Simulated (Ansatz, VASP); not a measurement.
# Ga14Ge17O55: VASP beside Ansatz, part 2 of 2

Wanted: the spread between two codes on one cell, functional and k mesh. The structure shown is frame 69 of Ansatz's trajectory.

VASP 6.6.1 and Ansatz 0.2.0.

So far: Starting point; Ansatz: dynamics, PBE.

### Step 3. VASP: single point, PBE

Level of this step: PBE; plane waves and PAW (Ga_d, Ge_d, O) (VASP).

The same cell, functional and mesh now go to VASP, with its own data sets.

Lines of VASP's logs that name or quote its potential files are left out, and so is its time.

The input, INCAR:

```
SYSTEM = Ga14Ge17O55
PREC = Accurate
ENCUT = 520
EDIFF = 1E-06
NELM = 120
ISMEAR = 0
SIGMA = 0.01
LREAL = Auto
ALGO = Normal
GGA = PE
NBANDS = 440
LORBIT = 11
LWAVE = .FALSE.
LCHARG = .FALSE.
ISIF = 2
LASPH = .TRUE.
GGA_COMPAT = .FALSE.
EFERMI = MIDGAP
NCORE = 2
```

The input, POSCAR:

```
Ga14Ge17O55
1.0
   10.9438700000      0.0000000000      0.0000000000
    0.0000000000     10.9438700000      0.0000000000
    0.0000000000      0.0000000000     10.9438700000
Ga Ge O
14 17 55
Direct
    0.0695366447      0.7501825223      0.9827967620
    0.8067438667      0.3871391016      0.0397025915
    0.9255592400      0.9087827249      0.1985677827
    0.2535300584      0.5530676077      0.8400227707
    0.3759273456      0.1340110948      0.0362211905
    0.2041599544      0.9314895005      0.2230381026
    0.5876623169      0.5594364699      0.1291682010
    0.8108100699      0.8949302212      0.8483013778
    0.5277657721      0.7342192479      0.8821468091
    0.3512285873      0.7474595367      0.0736668107
    0.4317850998      0.9330428815      0.3077796063
    0.7939421795      0.6994600630      0.0201482657
    0.6525845062      0.7949198958      0.3653734922
    0.5865384000      0.2606756111      0.9693919975
    0.9284375637      0.5840621279      0.8122538005
    0.1323572009      0.3156104742      0.9812068309
    0.7964184516      0.1779626403      0.2623020924
    0.4959488737      0.2829346474      0.2689907683
    0.3970167774      0.0897123230      0.7505937114
    0.1429476045      0.0002129046      0.9652435564
    0.6091720753      0.9437337980      0.0693447565
    0.8694182223      0.6177796337      0.2897695239
    0.8411009999      0.6621971935      0.5514959516
    0.5657048192      0.8634970993      0.6336149826
    0.8774592534      0.2068555273      0.8107095570
    0.9906550425      0.1571930222      0.5222832508
    0.3137007293      0.6844745049      0.5942139298
    0.4127242009      0.5789268330      0.3180227835
    0.2813081661      0.1529349307      0.4681799035
    0.1484118507      0.5263585916      0.1904171011
    0.0752841545      0.8563424090      0.4965610885
    0.8944733444      0.5152107984      0.9546897030
    0.2219324608      0.8153331500      0.5678704151
    0.0223412742      0.5689395068      0.2818746933
    0.8168773935      0.0599056824      0.8041670817
    0.9889006357      0.7363848438      0.5621685930
    0.8569180738      0.5595369828      0.6725226085
    0.1965118372      0.1620907412      0.0001553381
    0.0280430963      0.0008890822      0.5622691059
    0.3275715081      0.8040757063      0.2467591446
    0.0818174923      0.6304442578      0.8403151719
    0.5365195310      0.8890639235      0.4699982730
    0.7767270627      0.5736910252      0.1500748821
    0.7498809836      0.2890019710      0.8868526399
    0.7489032673      0.8732102995      0.0155246727
    0.2611324879      0.5242204083      0.2982308818
    0.0633505332      0.0002677298      0.1258695507
    0.9413763139      0.2414228239      0.6589259558
    0.2276525580      0.3948603191      0.8743068037
    0.6533246466      0.8342021607      0.7729258480
    0.4386473889      0.1890556083      0.8719858697
    0.3778005404      0.6550607783      0.9111036589
    0.0639353355      0.8763536117      0.3251957489
    0.2930316241      0.9983917938      0.8500283720
    0.9443642880      0.7615861665      0.1001748011
    0.8627569589      0.2942377788      0.1643477125
    0.0269648671      0.9147312605      0.8933677026
    0.5269616690      0.0164959927      0.6935480776
    0.3221986372      0.1625019303      0.6244774472
    0.6345561488      0.1967402756      0.3029184374
    0.8521665553      0.7295042796      0.8622361194
    0.5770719133      0.6712616287      0.2833823867
    0.7195809161      0.7752467820      0.5496318944
    0.1129856257      0.3945953305      0.1143836687
    0.2186703607      0.8523949937      0.0327489270
    0.5902208268      0.9201589566      0.2350265491
    0.6329479425      0.4042537055      0.0442804968
    0.2642666625      0.5517243900      0.6766344995
    0.5184363484      0.4429054804      0.2912680798
    0.3468060202      0.0324199757      0.1720963425
    0.4483514515      0.7514343646      0.6882117569
    0.4106499803      0.6356800656      0.4725202328
    0.9885716844      0.2482577004      0.9288487528
    0.8130944538      0.0278968957      0.2032827510
    0.1277610206      0.2060240116      0.4700622358
    0.1759980702      0.6313031862      0.0640267108
    0.4882642064      0.8458159682      0.0043311918
    0.4228211775      0.5971196661      0.1483296128
    0.8164753419      0.7779697676      0.3018950335
    0.8095765026      0.5705934007      0.4298570798
    0.2788410316      0.0044773924      0.3884640443
    0.8732377121      0.1751482794      0.4154745990
    0.5866754631      0.0941988529      0.0261699015
    0.3727840334      0.2491440414      0.3729119589
    0.4456650161      0.2689816308      0.1053557836
    0.6380466873      0.6491579304      0.9821297219
```

The input, KPOINTS:

```
Automatic mesh
0
Gamma
1 1 1
0 0 0
```

The projector-augmented-wave data sets are Ga_d, Ge_d and O (PBE family, release 64).

The run is started by

```console
mpirun -np 8 vasp_gam
```

Numbers of over 12 decimals in the logs are rounded to 6 here.

The log of the run:

```text
[banner, memory and clock lines left out]
running    8 mpi-ranks, on    1 nodes
[...]
LDA part: xc-table for (Slater+PW92), standard interpolation
 POSCAR, INCAR and KPOINTS ok, starting setup
[...]
entering main loop
       N       E                     dE             d eps       ncg     rms          rms(c)
DAV:   1     0.232521337583E+05    0.23252E+05   -0.25743E+05  1008   0.412E+03
DAV:   2     0.558975376989E+04   -0.17662E+05   -0.16601E+05   880   0.115E+03
DAV:   3     0.324643650887E+03   -0.52651E+04   -0.49932E+04  1104   0.404E+02
DAV:   4    -0.525489224149E+03   -0.85013E+03   -0.82822E+03  1056   0.177E+02
[...]
DAV:  19    -0.519039452770E+03    0.36921E-05   -0.29000E-05  1200   0.219E-02    0.542E-03
DAV:  20    -0.519039451802E+03    0.96756E-06   -0.13966E-05  1008   0.114E-02    0.241E-03
DAV:  21    -0.519039451854E+03   -0.51048E-07   -0.16245E-06   688   0.784E-03
   1 F= -.51903945E+03 E0= -.51903945E+03  d E =0.000000E+00
```

Parts of OUTCAR (step 3):

```text
  FREE ENERGIE OF THE ION-ELECTRON SYSTEM (eV)
  ---------------------------------------------------
  free  energy   TOTEN  =      -519.0394518535 eV

  energy  without entropy=     -519.0394518535  energy(sigma->0) =     -519.03945185
```

The run ends at a pressure of -4.08 GPa, with forces up to 3.0 eV/Å.

### Step 4. Comparison

Known differences besides the potentials themselves: fixed occupations in Ansatz, narrow Gaussian smearing in VASP; the cutoff is 420 eV in Ansatz and 520 eV in VASP (PREC = Accurate, projectors in real space). Total energies have different zeros and are not compared.

Forces on 7 of the 86 atoms, those with the largest forces and the largest differences (eV/Å; atoms numbered as in POSCAR):

```tsv
atom	Ansatz x, y, z	VASP x, y, z
Ge16	0.102, -0.729, -2.460	0.089, -0.702, -2.388
Ge22	-0.582, 0.806, -2.543	-0.541, 0.757, -2.510
Ge23	0.070, 2.889, 1.148	0.076, 2.803, 1.147
Ge26	-1.603, -1.138, 1.155	-1.568, -1.097, 1.107
Ge30	0.107, 2.473, -1.214	0.108, 2.398, -1.160
O68	0.488, 1.349, -1.654	0.485, 1.352, -1.671
O75	1.941, 1.373, -1.044	1.908, 1.323, -1.014
```

The forces differ by 24 meV/Å r.m.s., which is 3.1 % of the r.m.s. force of 0.780 eV/Å (both taken over all components).

### Step 5. Outcome

| Item | Value |
| --- | --- |
| r.m.s. force difference (single point, PBE) | 3.1 % of the r.m.s. force |

What this shows: The r.m.s. force difference is 3.1 % of the r.m.s. force (single point, PBE), at about the 3 % picked in this series as the mark of a large difference. What causes the difference of the single point, PBE pair stays open here. 2 further runs of this series are not shown here. How closely two codes agree says nothing of how well the functional describes the real material.

[Lines on the potential files, build, host, timing and source positions are cut from VASP's logs without a mark.]

[Logs are printed without paths, hosts, clocks, repeated set-up lines and the standing remarks that a program may print on its own settings, such as how far it seeks lower states.]

[Hosts, paths, dates, database ids (printed as entryN), source tags and the programs' standing remarks are cut or masked in the printed files.]
